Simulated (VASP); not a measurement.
```yaml
crystal:
  lattice:
    - [-1.89406, 1.89406, 4.77226]
    - [1.89406, -1.89406, 4.77226]
    - [1.89406, 1.89406, -4.77226]
  atoms:
    - { symbol: Ti, position: [0.75000, 0.25000, 0.50000] }
    - { symbol: Ti, position: [0.00000, 0.00000, 0.00000] }
    - { symbol: O, position: [0.54171, 0.04171, 0.50000] }
    - { symbol: O, position: [0.79171, 0.79171, 0.00000] }
    - { symbol: O, position: [0.20829, 0.20829, 0.00000] }
    - { symbol: O, position: [0.95829, 0.45829, 0.50000] }
```

Calculation: vdW-DF-cx, VASP's PBE PAW potentials (set 64) (plane waves; VASP). Run with 520 eV cut-off, Gaussian smearing of 0.050 eV, potentials Ti_sv O.

Question: Give the energies of bands 14 to 27 at the high-symmetry points, in eV from the valence-band maximum.

Answer: 
| band | Γ | X | P | N | M | S | R |
|---|---|---|---|---|---|---|---|
| 14 | -3.82 | -4.45 | -4.35 | -4.24 | -3.73 | -3.78 | -4.60 |
| 15 | -3.82 | -4.22 | -4.25 | -3.69 | -3.69 | -3.76 | -3.96 |
| 16 | -3.46 | -4.22 | -4.25 | -3.67 | -3.69 | -3.68 | -3.96 |
| 17 | -2.09 | -3.80 | -3.84 | -3.45 | -2.06 | -2.98 | -3.63 |
| 18 | -2.09 | -3.80 | -3.84 | -2.21 | -2.06 | -2.96 | -3.63 |
| 19 | -2.01 | -2.66 | -3.00 | -2.08 | -1.36 | -2.26 | -2.77 |
| 20 | -0.79 | -2.66 | -3.00 | -1.98 | -1.36 | -1.89 | -2.77 |
| 21 | -0.79 | -2.09 | -1.62 | -1.97 | -1.29 | -1.21 | -1.93 |
| 22 | -0.79 | -2.09 | -1.62 | -0.97 | -1.29 | -0.95 | -1.93 |
| 23 | -0.49 | -0.05 | -0.24 | -0.86 | -0.14 | -0.92 | -0.09 |
| 24 | -0.49 | -0.05 | -0.24 | -0.66 | -0.14 | -0.84 | -0.09 |
| 25 | 2.06 | 3.28 | 3.52 | 3.18 | 2.41 | 3.15 | 3.25 |
| 26 | 2.79 | 3.28 | 3.52 | 3.49 | 2.41 | 3.42 | 3.25 |
| 27 | 3.92 | 3.76 | 3.55 | 3.50 | 3.70 | 3.51 | 3.70 |

The gap is indirect, 2.06 eV, from the valence maximum at Γ-X at 0.89 to the conduction minimum at Γ.

The compound is TiO2 in the anatase structure, one of several forms; rutile is the usual stable one. It was relaxed first.
